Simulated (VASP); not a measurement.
OSZICAR of a VASP run on SnO$_{2}$ (space group P1):

### OSZICAR
```
       N       E                     dE             d eps       ncg     rms          rms(c)
DAV:   1     0.581049902953E+03    0.58105E+03   -0.22820E+04  1545   0.225E+03
DAV:   2     0.349831483001E+02   -0.54607E+03   -0.52569E+03  1639   0.598E+02
DAV:   3    -0.447492238682E+02   -0.79732E+02   -0.78608E+02  1713   0.207E+02
DAV:   4    -0.481564313603E+02   -0.34072E+01   -0.33980E+01  1664   0.484E+01
DAV:   5    -0.482702532162E+02   -0.11382E+00   -0.11379E+00  1791   0.878E+00    0.156E+01
DAV:   6    -0.422421605111E+02    0.60281E+01   -0.23092E+01  2322   0.726E+01    0.605E+00
DAV:   7    -0.422611970720E+02   -0.19037E-01   -0.20016E+00  1629   0.858E+00    0.332E+00
DAV:   8    -0.421821505045E+02    0.79047E-01   -0.30841E-01  2198   0.552E+00    0.737E-01
DAV:   9    -0.421656309585E+02    0.16520E-01   -0.80976E-02  2286   0.407E+00    0.145E-01
DAV:  10    -0.421657638943E+02   -0.13294E-03   -0.44168E-03  1725   0.545E-01    0.708E-02
DAV:  11    -0.421657716419E+02   -0.77477E-05   -0.30864E-04  1925   0.122E-01    0.212E-02
DAV:  12    -0.421657736320E+02   -0.19901E-05   -0.21514E-05  1960   0.491E-02    0.129E-02
DAV:  13    -0.421657728280E+02    0.80396E-06   -0.33231E-06  1402   0.232E-02
   1 F= -.42165773E+02 E0= -.42165773E+02  d E =-.165476E-11
```

Question: Which electronic solver shows in the log?

Answer: It is blocked Davidson (ALGO = Normal, or the opening steps of other solvers). The INCAR had ALGO = Normal.

Question: Can the final energy be trusted as converged?

Answer: The calculation finished and met its thresholds. It stopped with EDIFF = 1E-6, NELM = 100 (LDA (Ceperley-Alder, Perdew-Zunger), plane waves, VASP's LDA PAW potentials (set 64)).

The structure is a typed SnO2 crystal. The cell was not relaxed at this level, atoms are displaced from their ideal sites. The k-mesh is coarse (spacing up to 0.44 per Å, 2π included), so the numbers may not be converged in it. The run is one of a series of settings (GGA removed, POTCAR Sn_d O (LDA.64 set) against the base run), some of them coarse on purpose.
